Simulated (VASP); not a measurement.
## Band gap of LiH: cutoff, mesh and cell

How far does the LDA gap of LiH depend on cutoff, mesh and cell? The starting structure is a measured crystal structure from the Crystallography Open Database. Cell and atoms stay as given unless a step says otherwise.

Program: VASP 6.6.1. Level of theory: Kohn-Sham DFT with plane waves and PAW; LDA. Results are calculated unless marked as measured.

### 1. Set-up

It takes space group Fm-3m (No. 225, cubic). The conventional cell has a = 4.085 Å, b = 4.085 Å, c = 4.085 Å, α = 90.00°, β = 90.00°, γ = 90.00°. Nearest to Li lie 6 H at 2.04 Å. H has 6 Li at 2.04 Å nearest. Farther neighbours are not listed.

Coordinates:

```cif
data_structure
_symmetry_space_group_name_H-M 'Fm-3m'
_symmetry_Int_Tables_number 225
_cell_length_a 4.0850
_cell_length_b 4.0850
_cell_length_c 4.0850
_cell_angle_alpha 90.000
_cell_angle_beta 90.000
_cell_angle_gamma 90.000
_cell_volume 68.17
loop_
_atom_site_label
_atom_site_type_symbol
_atom_site_symmetry_multiplicity
_atom_site_Wyckoff_symbol
_atom_site_fract_x
_atom_site_fract_y
_atom_site_fract_z
_atom_site_occupancy
Li1 Li 4 a 0.00000 0.00000 0.00000 1
H1 H 4 b 0.50000 0.00000 0.00000 1
```

### 2. Reference bands

Contents of INCAR:

```
SYSTEM = LiH
PREC = Accurate
ENCUT = 580
EDIFF = 1E-06
NELM = 100
ISMEAR = 0
SIGMA = 0.03
LREAL = .FALSE.
ALGO = Normal
GGA = CA
NBANDS = 14
LORBIT = 11
LWAVE = .FALSE.
LCHARG = .FALSE.
KPAR = 4
LASPH = .TRUE.
```

Contents of POSCAR:

```
LiH
1.0
    0.0000000000      2.0425000000      2.0425000000
    2.0425000000      0.0000000000      2.0425000000
    2.0425000000      2.0425000000      0.0000000000
Li H
1 1
Direct
    0.0000000000      0.0000000000      0.0000000000
    0.5000000000      0.5000000000      0.5000000000
```

Contents of KPOINTS:

```
Automatic mesh
0
Gamma
10 10 10
0 0 0
```

Contents of KPOINTS_OPT:

```
Line mode
10
Line-mode
Reciprocal
  0.00000000   0.00000000   0.00000000 GAMMA
  0.50000000   0.00000000   0.50000000 X

  0.50000000   0.00000000   0.50000000 X
  0.50000000   0.25000000   0.75000000 W

  0.50000000   0.25000000   0.75000000 W
  0.37500000   0.37500000   0.75000000 K

  0.37500000   0.37500000   0.75000000 K
  0.00000000   0.00000000   0.00000000 GAMMA

  0.00000000   0.00000000   0.00000000 GAMMA
  0.50000000   0.50000000   0.50000000 L

  0.50000000   0.50000000   0.50000000 L
  0.62500000   0.25000000   0.62500000 U

  0.62500000   0.25000000   0.62500000 U
  0.50000000   0.25000000   0.75000000 W

  0.50000000   0.25000000   0.75000000 W
  0.50000000   0.50000000   0.50000000 L

  0.50000000   0.50000000   0.50000000 L
  0.37500000   0.37500000   0.75000000 K

  0.62500000   0.25000000   0.62500000 U
  0.50000000   0.00000000   0.50000000 X
```

PAW data sets: Li_sv and H (LDA family, release 64).

Command:

```console
$ mpirun -np 4 vasp_std
```

The log of the run:

```text
[banner, memory and clock lines left out]
running    4 mpi-ranks, on    1 nodes
 distrk:  each k-point on    1 cores,    4 groups
 distr:  one band on    1 cores,    1 groups

 POSCAR found type information on POSCAR LiH
 POSCAR found :  2 types and       2 ions
 LDA part: xc-table for (Slater(with rela. corr.)+CA(PZ))
 , standard interpolation
 POSCAR, INCAR and KPOINTS ok, starting setup
 FFT: planning ... GRIDC
 FFT: planning ... GRID_SOFT
 FFT: planning ... GRID
 WAVECAR not read
 entering main loop
       N       E                     dE             d eps       ncg     rms          rms(c)
DAV:   1     0.990229913691E+00    0.99023E+00   -0.14099E+03  1316   0.274E+02
DAV:   2    -0.657275270562E+01   -0.75630E+01   -0.74628E+01  1752   0.566E+01
DAV:   3    -0.671558124633E+01   -0.14283E+00   -0.14273E+00  1662   0.632E+00
DAV:   4    -0.671604756091E+01   -0.46631E-03   -0.46631E-03  1520   0.371E-01
DAV:   5    -0.671604981984E+01   -0.22589E-05   -0.22588E-05  1660   0.243E-02    0.277E+00
DAV:   6    -0.652675487524E+01    0.18929E+00   -0.16003E-01  1652   0.754E-01    0.135E+00
DAV:   7    -0.646493537982E+01    0.61819E-01   -0.17677E-01  1708   0.875E-01    0.195E-01
DAV:   8    -0.646563216877E+01   -0.69679E-03   -0.29454E-03  1568   0.263E-01    0.393E-02
DAV:   9    -0.646558676634E+01    0.45402E-04   -0.13710E-04  1708   0.285E-02    0.466E-03
DAV:  10    -0.646558694277E+01   -0.17643E-06   -0.30137E-06  1546   0.950E-03
   1 F= -.64655869E+01 E0= -.64655869E+01  d E =-.181427E-20
 Start KPOINTS_OPT (optional k-point list driver)
k-point batch [1-47\100]
       N       E                     dE             ncg
DAV:   1    -0.394186990409E+04   -0.10708E+05     1316
DAV:   2    -0.430055603708E+04   -0.35869E+03     1824
DAV:   3    -0.430763443077E+04   -0.70784E+01     1616
DAV:   4    -0.430767545430E+04   -0.41024E-01     1604
DAV:   5    -0.430767575615E+04   -0.30185E-03     1688
DAV:   6    -0.430767575891E+04   -0.27538E-05     1564
DAV:   7    -0.430767575893E+04   -0.24189E-07     1410
[...]
k-point batch [95-100\100]
       N       E                     dE             ncg
DAV:   1     0.809288462977E+04   -0.16716E+04      168
DAV:   2     0.803166793262E+04   -0.61217E+02      262
DAV:   3     0.803085478862E+04   -0.81314E+00      250
DAV:   4     0.803085372875E+04   -0.10599E-02      204
DAV:   5     0.803085372312E+04   -0.56310E-05      242
DAV:   6     0.803085372307E+04   -0.44141E-07      210
```

Run time: 2.8 s. Hardware: 4 MPI ranks of Intel Xeon 6975P-C (Granite Rapids), shared host; peak memory 0.45 GiB.

The logs omit lines about the potential files and the build; timing stands in the text.

Parts of OUTCAR (step 2):

```text
ion  position               nearest neighbor table
   1  0.000  0.000  0.000-
   2  0.500  0.500  0.500-

  LATTYP: Found a face centered cubic cell.
 ALAT       =     4.0850000000

 Subroutine GETGRP returns: Found 48 space group operations
 (whereof 48 operations were pure point group operations)

The static configuration has the point symmetry O_h .

 Found     47 irreducible k-points:

   k-points           NKPTS =     47   k-points in BZ     NKDIM =     47   number of bands    NBANDS=     14

   dimension x,y,z NGX =    24 NGY =   24 NGZ =   24
   dimension x,y,z NGXF=    48 NGYF=   48 NGZF=   48

   ENCUT  =  580.0 eV  42.63 Ry    6.53 a.u.   5.67  5.67  5.67*2*pi/ulx,y,z

   NELECT =       4.0000    total number of electrons

 k-points in reciprocal lattice and weights: Automatic mesh
   0.00000000  0.00000000  0.00000000       0.001
   0.10000000  0.00000000  0.00000000       0.008
   0.20000000  0.00000000  0.00000000       0.008
   0.30000000  0.00000000  0.00000000       0.008
   0.40000000  0.00000000  0.00000000       0.008
   0.50000000  0.00000000  0.00000000       0.004
   0.10000000  0.10000000  0.00000000       0.006
   0.20000000  0.10000000  0.00000000       0.024
   0.30000000  0.10000000  0.00000000       0.024
[...]
-0.30000000  0.40000000  0.20000000       0.024
  -0.30000000  0.50000000  0.20000000       0.012

 average (electrostatic) potential at core
       1 -66.3669       2 -33.7473

 E-fermi :   0.1231

 k-point     1 :       0.0000    0.0000    0.0000
  band No.  band energies     occupation
      1     -43.5746      2.00000
      2      -5.4066      2.00000
      3      15.3388      0.00000
      4      16.7865      0.00000
      5      16.7865      0.00000
      6      16.7865      0.00000
      7      21.5115      0.00000
    ...

 k-point     2 :       0.1000    0.0000    0.0000
  band No.  band energies     occupation
      1     -43.5705      2.00000
      2      -5.2348      2.00000
      3      13.8417      0.00000
      4      15.9788      0.00000
      5      16.4275      0.00000
      6      16.4275      0.00000
      7      20.9597      0.00000
    ...

 k-point     3 :       0.2000    0.0000    0.0000
  band No.  band energies     occupation
      1     -43.5601      2.00000
      2      -4.7321      2.00000
      3      10.6789      0.00000
      4      14.8386      0.00000
      5      15.8355      0.00000
      6      15.8355      0.00000
      7      21.7261      0.00000
    ...

  Total       -0.4725657     -0.4725657     -0.4725657     -0.0000000     -0.0000000      0.0000000
  in kB      -44.4279839    -44.4279839    -44.4279839     -0.0000000     -0.0000000      0.0000000
  external PRESSURE =     -44.4279839 kB  Pullay stress =       0.0000000 kB

  energy-cutoff  :      580.00
  volume of cell :       17.04
      direct lattice vectors                 reciprocal lattice vectors
     0.000000000  2.042500000  2.042500000    -0.244798042  0.244798042  0.244798042
     2.042500000  0.000000000  2.042500000     0.244798042 -0.244798042  0.244798042
     2.042500000  2.042500000  0.000000000     0.244798042  0.244798042 -0.244798042

 POSITION                                       TOTAL-FORCE (eV/Angst)
 -----------------------------------------------------------------------------------
      0.00000      0.00000      0.00000         0.000000      0.000000      0.000000
      2.04250      2.04250      2.04250        -0.000000     -0.000000     -0.000000
 -----------------------------------------------------------------------------------
    total drift:                                0.000000     -0.000000     -0.000000

  FREE ENERGIE OF THE ION-ELECTRON SYSTEM (eV)
  ---------------------------------------------------
  free  energy   TOTEN  =        -6.4655869428 eV

  energy  without entropy=       -6.4655869428  energy(sigma->0) =       -6.46558694

 total charge
# of ion       s       p       d       tot
------------------------------------------
    1        2.018   0.073   0.000   2.091
    2        0.514   0.002   0.000   0.516
--------------------------------------------------
tot          2.532   0.075   0.000   2.607

[... 3 further parts left out ...]
```

At this level the cell is under a tension of 4.4 GPa, so at these settings it is away from equilibrium.

The reference gap is 2.656 eV.

### 3. Bands with cell and atoms relaxed by LDA

Against step 2 the input has another starting structure. The cell comes from a relaxation at this level, not shown (14.81 Å³).

INCAR is that of step 2.

Contents of POSCAR:

```
LiH
1.0
    0.0000000000      1.9492346244      1.9492346244
    1.9492346244      0.0000000000      1.9492346244
    1.9492346244      1.9492346244      0.0000000000
Li H
1 1
Direct
    0.0000000000      0.0000000000      0.0000000000
    0.5000000000      0.5000000000      0.5000000000
```

KPOINTS is that of step 2.

KPOINTS_OPT is that of step 2.

Command:

```console
$ mpirun -np 4 vasp_std
```

The log of the run:

```text
[... set-up lines as in an earlier step ...]
 entering main loop
       N       E                     dE             d eps       ncg     rms          rms(c)
DAV:   1     0.175919006110E+01    0.17592E+01   -0.13955E+03  1316   0.291E+02
DAV:   2    -0.660082895378E+01   -0.83600E+01   -0.82444E+01  1780   0.605E+01
DAV:   3    -0.675593392482E+01   -0.15510E+00   -0.15502E+00  1658   0.652E+00
DAV:   4    -0.675631940720E+01   -0.38548E-03   -0.38547E-03  1546   0.339E-01
[...]
DAV:   8    -0.649630964866E+01   -0.67891E-03   -0.26287E-03  1544   0.256E-01    0.428E-02
DAV:   9    -0.649625610644E+01    0.53542E-04   -0.15491E-04  1718   0.342E-02    0.372E-03
DAV:  10    -0.649625637808E+01   -0.27164E-06   -0.31549E-06  1582   0.101E-02
   1 F= -.64962564E+01 E0= -.64962564E+01  d E =-.116804E-35
 Start KPOINTS_OPT (optional k-point list driver)
k-point batch [1-47\100]
       N       E                     dE             ncg
DAV:   1    -0.378948977148E+04   -0.11110E+05     1316
DAV:   2    -0.418461918990E+04   -0.39513E+03     1792
DAV:   3    -0.419199838843E+04   -0.73792E+01     1620
DAV:   4    -0.419203064048E+04   -0.32252E-01     1610
DAV:   5    -0.419203090449E+04   -0.26401E-03     1620
DAV:   6    -0.419203090799E+04   -0.34994E-05     1572
DAV:   7    -0.419203090804E+04   -0.56279E-07     1374
[...]
k-point batch [95-100\100]
       N       E                     dE             ncg
DAV:   1     0.861042080880E+04   -0.17280E+04      168
DAV:   2     0.855492685188E+04   -0.55494E+02      262
DAV:   3     0.855428004161E+04   -0.64681E+00      242
DAV:   4     0.855427937348E+04   -0.66813E-03      186
DAV:   5     0.855427937095E+04   -0.25309E-05      256
DAV:   6     0.855427937094E+04   -0.55261E-08      206
```

Elapsed: 2.6 s, on 4 MPI ranks; peak memory 0.46 GiB.

Parts of OUTCAR (step 3):

```text
  Total        0.0145814      0.0145814      0.0145814     -0.0000000      0.0000000     -0.0000000
  in kB        1.5772031      1.5772031      1.5772031     -0.0000000      0.0000000     -0.0000000
  external PRESSURE =       1.5772031 kB  Pullay stress =       0.0000000 kB

 POSITION                                       TOTAL-FORCE (eV/Angst)
 -----------------------------------------------------------------------------------
      0.00000      0.00000      0.00000         0.000000      0.000000      0.000000
      1.94923      1.94923      1.94923        -0.000000     -0.000000     -0.000000
 -----------------------------------------------------------------------------------
    total drift:                                0.000000     -0.000000     -0.000000

  FREE ENERGIE OF THE ION-ELECTRON SYSTEM (eV)
  ---------------------------------------------------
  free  energy   TOTEN  =        -6.4962563781 eV

  energy  without entropy=       -6.4962563781  energy(sigma->0) =       -6.49625638

[... 1 part as in an earlier step ...]

[... 2 further parts left out ...]
[key lines of the parts left out:]
E-fermi :   0.8848
```

With cell and atoms relaxed by LDA the gap is 2.523 eV, -0.133 eV from the reference.

### 4. Bands with no band path

Against step 2 the input has no band path (also changed: NBANDS).

INCAR: that of step 3 with these lines changed.

```diff
@@ -10,3 +10,3 @@
 GGA = CA
-NBANDS = 14
+NBANDS = 8
 LORBIT = 11
```

Contents of POSCAR:

```
LiH
1.0
    0.0000000000      2.0425000000      2.0425000000
    2.0425000000      0.0000000000      2.0425000000
    2.0425000000      2.0425000000      0.0000000000
Li H
1 1
Direct
    0.0000000000      0.0000000000      0.0000000000
    0.5000000000      0.5000000000      0.5000000000
```

KPOINTS is that of step 3.

Command:

```console
$ mpirun -np 4 vasp_std
```

The log of the run:

```text
[... set-up lines as in an earlier step ...]
 entering main loop
       N       E                     dE             d eps       ncg     rms          rms(c)
DAV:   1    -0.285187086774E+01   -0.28519E+01   -0.15176E+03   760   0.489E+02
DAV:   2    -0.665328453707E+01   -0.38014E+01   -0.38014E+01  1032   0.485E+01
DAV:   3    -0.671547564640E+01   -0.62191E-01   -0.62191E-01   912   0.594E+00
DAV:   4    -0.671604569625E+01   -0.57005E-03   -0.57005E-03  1104   0.478E-01
[...]
DAV:   8    -0.646564145148E+01   -0.72149E-03   -0.32295E-03   816   0.415E-01    0.422E-02
DAV:   9    -0.646558713472E+01    0.54317E-04   -0.20222E-04  1088   0.554E-02    0.540E-03
DAV:  10    -0.646558694807E+01    0.18665E-06   -0.36855E-06   880   0.156E-02
   1 F= -.64655869E+01 E0= -.64655869E+01  d E =-.137004E-37
```

Run time: 1.4 s. Hardware: 4 MPI ranks; peak memory 0.41 GiB; 3 s of CPU time.

OUTCAR, selected parts (step 4):

```text
  Total       -0.4725122     -0.4725122     -0.4725122      0.0000000     -0.0000000      0.0000000
  in kB      -44.4229517    -44.4229517    -44.4229517      0.0000000     -0.0000000      0.0000000
  external PRESSURE =     -44.4229517 kB  Pullay stress =       0.0000000 kB

 POSITION                                       TOTAL-FORCE (eV/Angst)
 -----------------------------------------------------------------------------------
      0.00000      0.00000      0.00000        -0.000000     -0.000000      0.000000
      2.04250      2.04250      2.04250         0.000000      0.000000      0.000000
 -----------------------------------------------------------------------------------
    total drift:                                0.000000     -0.000000     -0.000000

  FREE ENERGIE OF THE ION-ELECTRON SYSTEM (eV)
  ---------------------------------------------------
  free  energy   TOTEN  =        -6.4655869481 eV

  energy  without entropy=       -6.4655869481  energy(sigma->0) =       -6.46558695

[... 1 part as in an earlier step ...]

[... 2 further parts left out ...]
[key lines of the parts left out:]
E-fermi :   0.2024
```

With no band path the gap is 2.656 eV, +0.000 eV from the reference, read on the mesh alone.

### 5. Bands with a cutoff of 800 eV

Against step 2 the input has ENCUT = 800.

INCAR: that of step 4 with these lines changed.

```diff
@@ -2,3 +2,3 @@
 PREC = Accurate
-ENCUT = 580
+ENCUT = 800
 EDIFF = 1E-06
@@ -10,3 +10,3 @@
 GGA = CA
-NBANDS = 8
+NBANDS = 14
 LORBIT = 11
```

POSCAR is that of step 4.

KPOINTS is that of step 4.

KPOINTS_OPT is that of step 3.

Command:

```console
$ mpirun -np 4 vasp_std
```

The log of the run:

```text
[... set-up lines as in an earlier step ...]
 entering main loop
       N       E                     dE             d eps       ncg     rms          rms(c)
DAV:   1     0.203267530022E+01    0.20327E+01   -0.16921E+03  1324   0.343E+02
DAV:   2    -0.652795669577E+01   -0.85606E+01   -0.84432E+01  1790   0.672E+01
DAV:   3    -0.671402861747E+01   -0.18607E+00   -0.18593E+00  1684   0.753E+00
DAV:   4    -0.671493362354E+01   -0.90501E-03   -0.90498E-03  1472   0.539E-01
[...]
DAV:   8    -0.646494289895E+01   -0.70468E-03   -0.29865E-03  1568   0.269E-01    0.397E-02
DAV:   9    -0.646489349925E+01    0.49400E-04   -0.14470E-04  1712   0.298E-02    0.518E-03
DAV:  10    -0.646489341999E+01    0.79259E-07   -0.32297E-06  1576   0.101E-02
   1 F= -.64648934E+01 E0= -.64648934E+01  d E =-.926877E-22
 Start KPOINTS_OPT (optional k-point list driver)
k-point batch [1-47\100]
       N       E                     dE             ncg
DAV:   1    -0.384852474949E+04   -0.11884E+05     1316
DAV:   2    -0.429567314234E+04   -0.44715E+03     1848
DAV:   3    -0.430734370734E+04   -0.11671E+02     1648
DAV:   4    -0.430747868707E+04   -0.13498E+00     1578
DAV:   5    -0.430747926528E+04   -0.57821E-03     1694
DAV:   6    -0.430747927049E+04   -0.52129E-05     1542
DAV:   7    -0.430747927056E+04   -0.72327E-07     1444
[...]
k-point batch [95-100\100]
       N       E                     dE             ncg
DAV:   1     0.988582448618E+04   -0.19117E+04      168
DAV:   2     0.983417594294E+04   -0.51649E+02      248
DAV:   3     0.983333656146E+04   -0.83938E+00      248
DAV:   4     0.983333475379E+04   -0.18077E-02      200
DAV:   5     0.983333474278E+04   -0.11012E-04      224
DAV:   6     0.983333474267E+04   -0.10320E-06      208
```

Elapsed: 5.4 s, on 4 MPI ranks; peak memory 0.56 GiB; 17 s of CPU time.

[end of part 1 of 2]

[Lines on the potential files, build, host, timing and source positions are cut from VASP's logs without a mark.]

[Logs are printed without paths, hosts, clocks, repeated set-up lines and the standing remarks that a program may print on its own settings, such as how far it seeks lower states.]

[Hosts, paths, dates, database ids (printed as entryN), source tags and the programs' standing remarks are cut or masked in the printed files.]
